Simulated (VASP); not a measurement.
**ZnS (Wurtzite-2H) with LDA: from relaxation to properties**

What structure does ZnS (Wurtzite-2H) take at this level, and what are its properties? The steps: relaxing cell and atoms (LDA), second relaxation, single point with fields (LDA), bands along the symmetry lines (LDA), density of states (LDA), volume scan with LDA, fit for LDA and field gradients at the nuclei (LDA). The start is a cell from a database of measured crystal structures.

Main program and level: VASP 6.6.1; LDA; plane waves and PAW (Zn, S).

This is a report of a sequence of runs, with most program output left out.

The database entry behind the starting cell has ideal inner coordinates that were not refined, so it need not match the best structure at ambient conditions.

## Step 1: The starting structure

Before any relaxation, the start is as follows. Symmetry: P6_3mc, No. 186, hexagonal system. Conventional cell: a = 3.818 Å, b = 3.818 Å, c = 6.260 Å, α = 90.00°, β = 90.00°, γ = 120.00°. Nearest to Zn lie 4 S at 2.34 to 2.35 Å. S has 4 Zn at 2.34 to 2.35 Å nearest. Farther neighbours and most contacts between anions are not listed.

## Step 2: Relaxing cell and atoms (LDA)

The start need not lie at this functional's minimum. ISIF = 3 frees volume, shape and positions, and EDIFFG sets the threshold on forces and stress at which the search stops. LDA, the lowest rung, knows the local density alone.

Input file INCAR:

```
SYSTEM = ZnS
PREC = Accurate
ENCUT = 400
EDIFF = 1E-06
NELM = 100
ISMEAR = 0
SIGMA = 0.05
LREAL = .FALSE.
ALGO = Normal
GGA = CA
NBANDS = 24
LORBIT = 11
LWAVE = .FALSE.
LCHARG = .FALSE.
KPAR = 4
IBRION = 2
NSW = 60
ISIF = 3
EDIFFG = -0.01
```

Input file POSCAR:

```
ZnS
1.0
    3.8180000000      0.0000000000      0.0000000000
   -1.9090000000      3.3064849916      0.0000000000
    0.0000000000      0.0000000000      6.2600000000
Zn S
2 2
Direct
    0.3333333333      0.6666666667      0.0000000000
    0.6666666667      0.3333333333      0.5000000000
    0.3333333333      0.6666666667      0.3750000000
    0.6666666667      0.3333333333      0.8750000000
```

Input file KPOINTS:

```
Automatic mesh
0
Gamma
6 6 3
0 0 0
```

PAW data sets: Zn and S (LDA family, release 64).

Started as:

```sh
mpirun -np 4 vasp_std
```

It took 13 s on 4 MPI ranks of Intel Xeon 6975P-C (Granite Rapids), shared host; peak memory 0.64 GiB; 51 s of CPU time.

The gap is read on the k-mesh alone, so it is an upper bound where the band edges lie off the mesh. The run keeps the 12 symmetry operations of its start, so it cannot find a distortion of lower symmetry.

Step by step:

```tsv
step	energy less that of the first step (eV)	largest force (eV/Å)	pressure (GPa)	volume (Å³)
1	0.0000	0.0146	-4.62	79.03
2	-0.0588	0.0267	1.90	72.69
3	-0.0702	0.0237	0.00	74.39
4	-0.0701	0.0236	-0.05	74.48
5	-0.0702	0.0126	-0.08	74.48
6	-0.0703	0.0054	-0.08	74.47
7	-0.0703	0.0001	-0.02	74.37
```

```tsv
conventional cell, symmetrised	before	after	change
a (Å)	3.818	3.739	-2.1 %
b (Å)	3.818	3.739	-2.1 %
c (Å)	6.260	6.143	-1.9 %
volume (Å³/atom)	19.76	18.59	-5.9 %
```

The relaxed structure:

```xyz
4
Lattice="3.7389 0.0000 0.0000 -1.8694 3.2380 0.0000 0.0000 0.0000 6.1430" Properties=species:S:1:pos:R:3 pbc="T T T"
Zn    0.0000    2.1587    0.0037
Zn    1.8694    1.0793    3.0752
S     0.0000    2.1587    2.3000
S     1.8694    1.0793    5.3715
```

A gap read on the k-mesh alone can miss the band edges.

This step gave:

```yaml
electrons: 36
bands: 24
irreducible_k_points: 14
symmetry_operations: 12
free_energy_toten: -16.40 eV
fermi_energy: 2.813 eV
pressure: -0.01832 GPa
metallic: no
valence_top_at_k: 0, 0, 0
conduction_bottom_at_k: 0, 0, 0
least_direct_gap_at_k: 0, 0, 0
scf_cycles_over_all_ionic_steps: 54
gap_on_the_k_mesh: 2.222 eV
least_direct_gap_on_the_k_mesh: 2.222 eV
```

It ends with forces under 0.001 eV/Å and a pressure of -0.02 GPa. The volume lies -5.9 % from that of the database's start, which holds the thermal and zero-point expansion of its experiment. LDA is known to overbind.

## Step 3: Second relaxation

A relaxation keeps the plane waves of the cell it began with, so it is repeated from the new cell, on a basis made for it.

INCAR is that of step 2.

Input file POSCAR:

```
ZnS
1.0
    3.7388950666      0.0000000000      0.0000000000
   -1.8694475333      3.2379781097      0.0000000000
    0.0000000000      0.0000000000      6.1429951770
Zn S
2 2
Direct
    0.3333333333      0.6666666667      0.0005974774
    0.6666666667      0.3333333333      0.5005974774
    0.3333333333      0.6666666667      0.3744025226
    0.6666666667      0.3333333333      0.8744025226
```

KPOINTS is that of step 2.

Started as:

```sh
mpirun -np 4 vasp_std
```

Elapsed: 2.8 s, on 4 MPI ranks; peak memory 0.53 GiB; 9.1 s of CPU time.

Little changed from the start: no atom moved by 0.005 Å and no cell edge by 0.1 %.

This step gave:

* free energy (TOTEN): -16.39 eV
* pressure: -0.01245 GPa
* SCF cycles over all ionic steps: 13

It ends with forces under 0.001 eV/Å and a pressure of -0.01 GPa. The volume moved by under 0.01 %: the run met its threshold at the first step.

## Step 4: Single point with fields (LDA)

The relaxed cell gets a fresh self-consistent run, on a basis set for its own volume, to fix the density and to check the remaining stress.

Changes to INCAR since step 3:

```diff
@@ -13,7 +13,5 @@
 LWAVE = .FALSE.
-LCHARG = .FALSE.
-KPAR = 4
-IBRION = 2
-NSW = 60
-ISIF = 3
-EDIFFG = -0.01
+LCHARG = .TRUE.
+ISIF = 2
+LELF = .TRUE.
+LVHAR = .TRUE.
```

POSCAR is that of step 3.

KPOINTS is that of step 3.

Started as:

```sh
mpirun -np 4 vasp_std
```

Run time: 2.8 s. Hardware: 4 MPI ranks; peak memory 0.43 GiB.

This step gave:

| Property | Result |
| --- | --- |
| SCF cycles | 13 |

Valence electrons inside each PAW sphere by angular momentum. Sphere charges, by row:

```tsv
atom	s (e)	p (e)	d (e)	tot (e)
Zn1	0.548	0.54	9.804	10.89
Zn2	0.548	0.54	9.804	10.89
S3	1.312	2.444	0	3.756
S4	1.312	2.444	0	3.756
```

Electrostatic potential energy in the ac plane at fractional y = 0.333, with atoms of Zn and S within 0.2 Å of it. With pseudopotentials it is smooth inside the atoms' cores, unlike the true potential.

Ten even steps from '_' (-72 eV) to '@' (4 eV), each cell a mean:
```
@@@@@@@@@@@@%%**--..::++%%@@
@@@@@@@@@@@@##--______..**%%
@@@@@@@@@@@@##::________++%%
@@@@@@@@@@@@##--______..**@@
@@@@@@@@@@@@%%**--..::++%%@@
@@@@@@@@@@@@@@%%##**##%%@@@@
@@@@@@@@@@@@@@@@@@%%%%@@@@@@
@@@@@@@@@@@@@@@@%%%%%%@@@@@@
@@@@@@@@@@@@@@%%%%%%%%%%%%@@
@@@@@@@@@@@@%%%%%%%%%%%%%%@@
@@@@@@@@@@@@%%%%%%%%%%%%%%%%
@@@@@@@@@@@@%%%%%%%%%%%%%%%%
@@@@@@@@@@@@%%%%%%%%%%%%%%@@
@@@@@@@@@@@@%%%%%%%%%%%%%%@@
@@@@@@@@@@@@@@@@%%%%%%%%@@@@
@@@@@@@@@@@@@@@@@@@@@@@@@@@@
@@@@@@@@@@@@@@@@@@@@@@@@@@@@
@@@@@@@@@@@@@@@@@@@@@@@@@@@@
@@@@@@@@@@@@@@@@@@@@@@@@@@@@
@@@@@@@@@@@@@@@@@@@@@@@@@@@@
@@@@@@@@@@@@@@@@@@@@@@@@@@@@
@@@@@@@@@@@@@@@@@@@@@@@@@@@@
@@@@@@@@@@@@@@%%%%####%%@@@@
```
Columns run along a (3.7 Å; values clipped at the 3rd and 97th percentile), rows up along c (6.1 Å). Atoms in or near the plane, at fractional coordinates: Zn at (0.67, 0.50), S at (0.67, 0.87).

ELF in the ac plane at fractional y = 0.333, with atoms of Zn and S within 0.2 Å of it. It is the smooth field of the valence electrons, not physical close to the nuclei.

Ten even steps from '_' (0.01) to '@' (0.88), each cell a mean:
```
==::..::--**@@@@%%%%%%@@@@%%
++::..::==##@@@@##++**@@@@%%
++::..::==%%@@@@**--==%%@@@@
++::....==##@@@@##++**%%@@%%
==..__..--**%%@@@@@@@@@@@@##
--..____::++##@@@@@@@@@@%%**
..______..::++**########++--
..________..::----------::::
..______......::::....::::..
..::::::::..::..______..::..
::======--::::..________..::
==******++--::..________..::
++######**==::..______..::::
**##%%%%##++::::......::::--
**##%%####++--::::::::::::==
**######**++--::........::==
==******++--::............::
::--====--::..____________..
..::::::....________________
............____........____
............::--========::::
::......::--++**########++--
::....::::==##%%@@%%%%@@%%**
```
Columns run along a (3.7 Å), rows up along c (6.1 Å). Atoms in or near the plane, at fractional coordinates: Zn at (0.67, 0.50), S at (0.67, 0.87).

Valence density in the ac plane at fractional y = 0.333, with atoms of Zn and S within 0.2 Å of it. It is the smooth field of the valence electrons, not physical close to the nuclei.

Ten steps, logarithmic in the rise over the least value, from '_' (0 e/Å³) to '@' (16 e/Å³), each cell a mean:
```
..........::----========--::
..........::--====----==----
..........::--==--__::====--
..______..::--====----==--::
..________..::--========--::
__________..::----====--::..
____________..::::----::....
____________..::::::::::..__
____________..::==++==--::..
__________..::==##%%%%**--..
............--**%%@@@@##==::
..........::--**@@@@@@##==::
::::::::::::::++##%%%%**--::
::::::::::::::--++**++==::::
..::::::::......::::::::....
............................
..........__________________
____..______________________
____________________________
____________________________
____....______..........____
................::::::::....
............::::--------::::
```
Columns run along a (3.7 Å), rows up along c (6.1 Å). Atoms in or near the plane, at fractional coordinates: Zn at (0.67, 0.50), S at (0.67, 0.87).

In this run the pressure is -0.01 GPa, small enough to go on.

## Step 5: Bands along the symmetry lines (LDA)

Levels along the symmetry lines show where the bands peak and cross; KPOINTS_OPT computes them in the converged potential.

Input file INCAR:

```
SYSTEM = ZnS
PREC = Accurate
ENCUT = 400
EDIFF = 1E-06
NELM = 100
ISMEAR = 0
SIGMA = 0.05
LREAL = .FALSE.
ALGO = Normal
GGA = CA
NBANDS = 32
LORBIT = 11
LWAVE = .FALSE.
LCHARG = .FALSE.
KPAR = 4
```

POSCAR is that of step 4.

KPOINTS is that of step 4.

Input file KPOINTS_OPT:

```
Line mode
16
Line-mode
Reciprocal
  0.00000000   0.00000000   0.00000000 GAMMA
  0.50000000   0.00000000   0.00000000 M

  0.50000000   0.00000000   0.00000000 M
  0.33333333   0.33333333   0.00000000 K

  0.33333333   0.33333333   0.00000000 K
  0.00000000   0.00000000   0.00000000 GAMMA

  0.00000000   0.00000000   0.00000000 GAMMA
  0.00000000   0.00000000   0.50000000 A

  0.00000000   0.00000000   0.50000000 A
  0.50000000   0.00000000   0.50000000 L

  0.50000000   0.00000000   0.50000000 L
  0.33333333   0.33333333   0.50000000 H

  0.33333333   0.33333333   0.50000000 H
  0.00000000   0.00000000   0.50000000 A

  0.50000000   0.00000000   0.50000000 L
  0.50000000   0.00000000   0.00000000 M

  0.33333333   0.33333333   0.00000000 K
  0.33333333   0.33333333   0.50000000 H
```

Started as:

```sh
mpirun -np 4 vasp_std
```

Wall time 13 s (4 MPI ranks); peak memory 0.65 GiB; 50 s of CPU time.

This step gave:

* SCF cycles: 12
* bands: 32
* Fermi energy: 2.785 eV
* pressure: 0.03476 GPa
* least gap on mesh and path: 2.222 eV
* least direct gap on mesh and path: 2.222 eV

The electronic bands at the labelled points (eV, zero at the valence-band top; v1 is the highest filled band, c1 the lowest empty one):

```tsv
point	v4	v3	v2	v1	c1	c2	c3	c4
Γ	-0.99	-0.10	0.00	0.00	2.22	3.02	6.12	6.12
0.53 of the way	-2.54	-1.88	-0.82	-0.55	3.86	4.04	5.73	6.43
M	-3.61	-2.47	-1.91	-0.98	3.42	4.21	4.88	6.73
0.53 of the way	-3.70	-3.00	-2.09	-1.76	4.27	4.91	5.30	7.01
K	-4.26	-2.59	-2.59	-2.32	3.87	6.04	6.04	7.73
0.47 of the way	-3.09	-2.37	-1.07	-1.00	4.60	5.08	5.46	5.51
Γ	-0.99	-0.10	0.00	0.00	2.22	3.02	6.12	6.12
0.53 of the way	-0.84	-0.84	-0.18	-0.18	3.19	3.22	6.07	6.24
A	-0.52	-0.52	-0.52	-0.52	3.52	3.52	6.61	6.61
0.53 of the way	-1.94	-1.94	-1.27	-1.27	4.05	4.05	5.71	5.71
L	-1.81	-1.81	-1.79	-1.79	3.34	3.34	5.03	5.03
0.47 of the way	-2.63	-2.63	-1.60	-1.60	3.95	3.95	5.64	5.64
H	-3.39	-3.39	-1.51	-1.51	4.38	4.38	6.11	6.11
0.47 of the way	-1.98	-1.98	-1.75	-1.75	4.56	4.56	5.89	5.89
A	-0.52	-0.52	-0.52	-0.52	3.52	3.52	6.61	6.61
jump to L	-1.81	-1.81	-1.79	-1.79	3.34	3.34	5.03	5.03
0.47 of the way	-2.83	-2.25	-1.57	-1.27	3.24	3.58	5.58	5.73
M	-3.61	-2.47	-1.91	-0.98	3.42	4.21	4.88	6.73
jump to K	-4.26	-2.59	-2.59	-2.32	3.87	6.04	6.04	7.73
0.53 of the way	-3.98	-2.72	-1.98	-1.98	4.62	5.10	5.10	7.40
H	-3.39	-3.39	-1.51	-1.51	4.38	4.38	6.11	6.11
```

Of the projections kept (Zn, S), the largest for each band there; the rest of the weight can lie on other orbitals:

```tsv
point	v4	v3	v2	v1	c1	c2	c3	c4
Γ	S 0.70	S 0.74	S 0.74	S 0.74	S 0.53	Zn 0.70	Zn 1.00	Zn 1.00
M	S 0.58	S 0.69	S 0.63	S 0.71	Zn 0.83	Zn 0.58	Zn 0.51	Zn 0.91
K	S 0.62	S 0.61	S 0.61	S 0.61	Zn 0.87	S 0.53	S 0.53	S 0.68
Γ	S 0.70	S 0.74	S 0.74	S 0.74	S 0.53	Zn 0.70	Zn 1.00	Zn 1.00
A	S 0.72	S 0.72	S 0.72	S 0.72	Zn 0.60	Zn 0.60	Zn 0.92	Zn 0.92
L	S 0.67	S 0.67	S 0.68	S 0.68	Zn 0.72	Zn 0.72	Zn 0.83	Zn 0.83
```

The path finds the gap of the mesh within 0.02 eV, so the mesh comes close to both band edges.

## Step 6: Density of states (LDA)

A density of states needs more k-points than a total energy; ISMEAR = -5 takes tetrahedra, and LORBIT projects the states on the PAW spheres. The mesh is finer than in the run before.

Changes to INCAR since step 5:

```diff
@@ -5,3 +5,3 @@
 NELM = 100
-ISMEAR = 0
+ISMEAR = -5
 SIGMA = 0.05
@@ -15 +15,2 @@
 KPAR = 4
+NEDOS = 2001
```

POSCAR is that of step 5.

Input file KPOINTS:

```
Automatic mesh
0
Gamma
9 9 5
0 0 0
```

Started as:

```sh
mpirun -np 4 vasp_std
```

Wall time 5.4 s (4 MPI ranks); peak memory 0.65 GiB; 19 s of CPU time.

This step gave:

| Item | Value |
| --- | --- |
| irreducible k-points | 36 |
| free energy (TOTEN) | -16.40 eV |
| Fermi energy | 2.537 eV |
| pressure | 0.01575 GPa |
| gap on the k-mesh | 2.223 eV |
| least direct gap on the k-mesh | 2.223 eV |

The density of states has structure finer than the step of the table below, so its rows give means over 1 eV, whole bins alone (the curve runs from -12.0 to 7.35 eV). Peaks (eV: height): total -6.7: 31.1, -6.2: 41.0, -1.4: 5.21, 5.6: 5.28; S p -6.7: 2.03, -5.1: 1.07, -1.4: 2.30, 6.0: 0.698; Zn d -6.7: 25.2, -6.2: 39.3; Zn s -6.7: 0.479, -5.1: 1.03, 4.2: 0.653, 5.5: 0.594; Zn p -1.4: 0.496, 5.6: 0.590, 6.0: 0.482, 7.0: 0.699.

States under -12.0 eV and over 7.3 eV are left out. The density of states by energy, zero at the valence-band top; means over each step; values in states/eV/cell:

```tsv
energy (eV)	total	S p	Zn d	Zn s	Zn p
-8	0	0	0	0	0
-7	8.44	0.480	7.08	0.100	0.0339
-6	11.7	0.179	10.7	0.0865	0.0281
-5	2.11	0.463	0.467	0.411	0.0489
-4	1.52	0.378	0.300	0.179	0.0833
-3	2.16	0.717	0.257	0.0951	0.204
-2	3.21	1.28	0.342	0.0563	0.318
-1	2.76	1.25	0.321	0.0163	0.237
0	0.287	0.146	0.0402	1.4e-4	0.0157
1	0	0	0	0	0
2	8.6e-4	7.1e-5	0	2.0e-4	0
3	0.261	0.0180	0.00793	0.0481	0.0156
4	2.84	0.256	0.100	0.488	0.206
5	1.67	0.213	0.0761	0.241	0.128
6	3.04	0.396	0.126	0.255	0.379
```

The gap on this mesh is 2.22 eV. In the top eV of the valence band the largest shares in the PAW spheres are S p 48 %, Zn d 13 % and Zn p 7 %. The rest lies in smaller channels or between the spheres.

## Step 7: Volume scan with LDA, volume scale 0.94

An equation of state needs energies on both sides of the minimum, all on one mesh and cutoff.

Input file INCAR:

```
SYSTEM = ZnS
PREC = Accurate
ENCUT = 400
EDIFF = 1E-06
NELM = 100
ISMEAR = 0
SIGMA = 0.05
LREAL = .FALSE.
ALGO = Normal
GGA = CA
NBANDS = 24
LORBIT = 11
LWAVE = .FALSE.
LCHARG = .FALSE.
KPAR = 4
ISIF = 2
```

Input file POSCAR:

```
ZnS
1.0
    3.6625696692      0.0000000000      0.0000000000
   -1.8312848346      3.1718783766      0.0000000000
    0.0000000000      0.0000000000      6.0175927413
Zn S
2 2
Direct
    0.3333333333      0.6666666667      0.0005974774
    0.6666666667      0.3333333333      0.5005974774
    0.3333333333      0.6666666667      0.3744025226
    0.6666666667      0.3333333333      0.8744025226
```

Input file KPOINTS:

```
Automatic mesh
0
Gamma
6 6 3
0 0 0
```

Started as:

```sh
mpirun -np 4 vasp_std
```

It took 2.4 s on 4 MPI ranks; peak memory 0.54 GiB; 6.9 s of CPU time.

The scan keeps the cell's shape and the fractional positions fixed.

This step gave:

* SCF cycles: 13
* bands: 24
* irreducible k-points: 14
* free energy (TOTEN): -16.31 eV
* Fermi energy: 3.437 eV
* pressure: 6.226 GPa
* gap on the k-mesh: 2.519 eV
* least direct gap on the k-mesh: 2.519 eV

The pressure here is 6.23 GPa.

## Step 8: Volume scan with LDA, volume scale 0.96

INCAR is that of step 7.

Input file POSCAR:

```
ZnS
1.0
    3.6883632632      0.0000000000      0.0000000000
   -1.8441816316      3.1942162842      0.0000000000
    0.0000000000      0.0000000000      6.0599715512
Zn S
2 2
Direct
    0.3333333333      0.6666666667      0.0005974774
    0.6666666667      0.3333333333      0.5005974774
    0.3333333333      0.6666666667      0.3744025226
    0.6666666667      0.3333333333      0.8744025226
```

KPOINTS is that of step 7.

Started as:

```sh
mpirun -np 4 vasp_std
```

Run time: 2.4 s. Hardware: 4 MPI ranks; peak memory 0.53 GiB; 7.6 s of CPU time.

This step gave:

- free energy (TOTEN): -16.35 eV
- Fermi energy: 3.168 eV
- pressure: 3.901 GPa
- gap on the k-mesh: 2.417 eV
- least direct gap on the k-mesh: 2.417 eV

The pressure falls from 6.23 to 3.90 GPa.

The run ends at a pressure of 3.90 GPa, with forces up to 0.011 eV/Å.

## Step 9: Volume scan with LDA, volume scale 0.98

INCAR is that of step 8.

Input file POSCAR:

```
ZnS
1.0
    3.7138010550      0.0000000000      0.0000000000
   -1.8569005275      3.2162460582      0.0000000000
    0.0000000000      0.0000000000      6.1017657792
Zn S
2 2
Direct
    0.3333333333      0.6666666667      0.0005974774
    0.6666666667      0.3333333333      0.5005974774
    0.3333333333      0.6666666667      0.3744025226
    0.6666666667      0.3333333333      0.8744025226
```

KPOINTS is that of step 8.

Started as:

```sh
mpirun -np 4 vasp_std
```

Wall time 2.6 s (4 MPI ranks); peak memory 0.53 GiB.

The pressure falls from 3.90 to 1.83 GPa.

The run ends at a pressure of 1.83 GPa, with forces up to 0.0054 eV/Å.

## Step 10: Volume scan with LDA, volume scale 1

INCAR is that of step 9.

Input file POSCAR:

```
ZnS
1.0
    3.7388950666      0.0000000000      0.0000000000
   -1.8694475333      3.2379781097      0.0000000000
    0.0000000000      0.0000000000      6.1429951770
Zn S
2 2
Direct
    0.3333333333      0.6666666667      0.0005974774
    0.6666666667      0.3333333333      0.5005974774
    0.3333333333      0.6666666667      0.3744025226
    0.6666666667      0.3333333333      0.8744025226
```

KPOINTS is that of step 9.

Started as:

```sh
mpirun -np 4 vasp_std
```

The job ended after 2.6 s (4 MPI ranks; peak memory 0.52 GiB; 7.8 s of CPU time).

The pressure falls from 1.83 to -0.01 GPa.

The run ends at a pressure of -0.01 GPa.

(Part 1 of 2 ends here.)

[Lines on the potential files, build, host, timing and source positions are cut from VASP's logs without a mark.]

[Logs are printed without paths, hosts, clocks, repeated set-up lines and the standing remarks that a program may print on its own settings, such as how far it seeks lower states.]

[Hosts, paths, dates, database ids (printed as entryN), source tags and the programs' standing remarks are cut or masked in the printed files.]

[A measured line is paired with the nearest computed mode of its activity, which favours agreement.]
